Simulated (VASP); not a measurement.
The input files of a VASP run:

POSCAR:
```
KCl
1
    0.0000000000     3.1450000000     3.1450000000
    3.1450000000     0.0000000000     3.1450000000
    3.1450000000     3.1450000000     0.0000000000
K Cl
1 1
Direct
  0.0000000000   0.0000000000   0.0000000000
  0.5000000000   0.5000000000   0.5000000000
```

### INCAR
```
# general
SYSTEM  =  KCl
PREC    =  Accurate
ENCUT   =  480
LREAL   =  .False.   # projection in real space or not
LASPH   =  .True.

# electronic loop
EDIFF   =  1E-6   # SCF stop (eV)
NELM    =  100
ALGO    =  Normal   # blocked Davidson

# smearing
ISMEAR  =  0
SIGMA   =  0.05   # width (eV)

# functional
GGA     =  PE   # PBE

# ions
IBRION  =  2
NSW     =  60
ISIF    =  3
EDIFFG  =  -0.01

# output
LWAVE   =  .False.
LCHARG  =  .False.
```

File KPOINTS:
```
Regular mesh
0
G
7 7 7
```

POTCAR, in this order: K_sv Cl (PBE.64 set). Program: vasp_std.

Q: Write an equivalent input for Quantum ESPRESSO's pw.x.

A: One equivalent input (not run):
```
&CONTROL
  calculation = 'vc-relax'
  pseudo_dir = './pseudo'
  outdir = './out'
  tprnfor = .true.
  tstress = .true.
  nstep = 60
  forc_conv_thr = 0.00039
/
&SYSTEM
  ibrav = 0
  nat = 2
  ntyp = 2
  ecutwfc = 74
  occupations = 'smearing'
  smearing = 'gaussian'
  degauss = 0.003675
  input_dft = 'pbe'
/
&ELECTRONS
  conv_thr = 7.3e-08
  electron_maxstep = 100
/
&IONS
/
&CELL
/
ATOMIC_SPECIES
  K 39.098 K.upf
  Cl 35.450 Cl.upf
CELL_PARAMETERS angstrom
     0.0000000    3.1450000    3.1450000
     3.1450000    0.0000000    3.1450000
     3.1450000    3.1450000    0.0000000
ATOMIC_POSITIONS crystal
  K    0.0000000  0.0000000  0.0000000
  Cl   0.5000000  0.5000000  0.5000000
K_POINTS automatic
  7 7 7 0 0 0
```
Limits of the translation: the potentials are each code's own (VASP's PAW set, PseudoDojo norm-conserving files in pw.x), so ENCUT and ecutwfc are chosen apart and not converted; conv_thr bounds pw.x's estimated SCF error, while EDIFF bounds the energy change between steps; forc_conv_thr acts on force components and is met together with etot_conv_thr.

The compound is KCl in the rock salt structure. This run relaxes it. Symmetry was kept, so distortions that lower it aren't found.
